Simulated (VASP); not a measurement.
Calculation: PBE GGA, VASP's PBE PAW potentials (set 64) (plane waves; VASP 6.6.1).

VASP ran on this input.

KPOINTS:
```
Automatic mesh
0
Gamma
16 16 9
0 0 0
```

**POSCAR**
```
Be
2.290
  0.5000000000  -0.8660253275   0.0000000000
  0.5000000000   0.8660253275   0.0000000000
  0.0000000000   0.0000000000   1.5633187773
Be
2
Cart
  0.5000000000   0.2886756865   0.3908296943
  0.5000000000  -0.2886756865   1.1724890830
```

### INCAR
```
LASPH=.TRUE.
NELM=100   # most electronic steps
ENCUT=400   # plane-wave cut-off (eV)
LREAL=.FALSE.   # projection in real space or not
IMIX=4
SYSTEM=Be
BMIX=1.0
LWAVE=.FALSE.
ISMEAR=1   # Methfessel-Paxton
ISIF=2   # forces and stress, cell fixed
SIGMA=0.1
AMIX=0.6
LCHARG=.FALSE.
EDIFF=1E-6   # SCF stop (eV)
GGA=PE   # PBE
PREC=Accurate
ALGO=Normal
```

POTCAR, in this order: Be (PBE.64 set). Program: vasp_std.

### Question
Predict the energy per atom (σ→0), pressure, band gap (on the k-mesh).

### Answer

```json
{
  "energy per atom (σ→0)": "-3.766 eV/atom",
  "band gap (on the k-mesh)": "none (metal, semimetal or under 0.01 eV)",
  "pressure": "-3.06 GPa"
}
```

OSZICAR:
```
...
DAV:   3    -0.759303940248E+01   -0.18587E-01   -0.18586E-01  2364   0.355E+00
DAV:   4    -0.759305413268E+01   -0.14730E-04   -0.14730E-04  2646   0.997E-02
DAV:   5    -0.759305414650E+01   -0.13824E-07   -0.13904E-07  2334   0.147E-03    0.118E+00
DAV:   6    -0.754393615607E+01    0.49118E-01   -0.84522E-03  2100   0.128E+00    0.586E-01
DAV:   7    -0.753291707039E+01    0.11019E-01   -0.30394E-03  2316   0.782E-01    0.714E-02
DAV:   8    -0.753284780394E+01    0.69266E-04   -0.17021E-05  2598   0.588E-02    0.931E-03
DAV:   9    -0.753284764973E+01    0.15421E-06   -0.24770E-07  2178   0.636E-03
   1 F= -.75328476E+01 E0= -.75328019E+01  d E =-.137197E-03
```

The compound is Be in the hcp structure. The cell was not relaxed at this level. The run is one of a series of settings (AMIX = 0.6, BMIX = 1.0, IMIX = 4 against the base run), some of them coarse on purpose.
